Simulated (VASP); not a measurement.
Data:

```
CELL_PARAMETERS angstrom
      4.72061     0.00000     0.00000
     -2.36030     4.08817     0.00000
      0.00000     0.00000     6.78950
ATOMIC_POSITIONS crystal
  Ta 0.50000 0.00000 0.00000
  Ta 0.50000 0.50000 0.33333
  Ta 0.00000 0.50000 0.66667
  Si 0.16559 0.33118 0.00000
  Si 0.83441 0.16559 0.33333
  Si 0.66882 0.83441 0.66667
  Si 0.83441 0.66882 0.00000
  Si 0.16559 0.83441 0.33333
  Si 0.33118 0.16559 0.66667
```

The numbers are results of PBEsol GGA, VASP's PBE PAW potentials (set 64) (plane waves; VASP), not measurements. Settings: 400 eV cut-off, 8×8×5 Γ-centred mesh, first-order Methfessel-Paxton smearing of 0.10 eV, potentials Ta_pv Si.

Q: The ions, cell shape and volume are relaxed. Give the cell that the relaxation ends in.

A: 
```
CELL_PARAMETERS angstrom
      4.76491     0.00000     0.00000
     -2.38246     4.12653     0.00000
      0.00000     0.00000     6.55373
ATOMIC_POSITIONS crystal
  Ta 0.50000 0.00000 0.00000
  Ta 0.50000 0.50000 0.33333
  Ta 0.00000 0.50000 0.66667
  Si 0.15923 0.31847 0.00000
  Si 0.84077 0.15923 0.33333
  Si 0.68153 0.84077 0.66667
  Si 0.84077 0.68153 0.00000
  Si 0.15923 0.84077 0.33333
  Si 0.31847 0.15923 0.66667
```
Space group P6_222 (180), at a tolerance of 0.03 Å.

Q: How do energy and volume change from the first to the last step?

A: The energy (σ→0) changes by -31.6 meV/atom and the volume by -1.7 %, in 10 ionic steps.

The structure was generated: TaSi2 was put into the CrSi2 type (P6_222), which need not be its known phase. This run relaxes it. Symmetry was kept, so distortions that lower it aren't found. The electron count is odd and the run is not spin-polarised, which forces a metal.
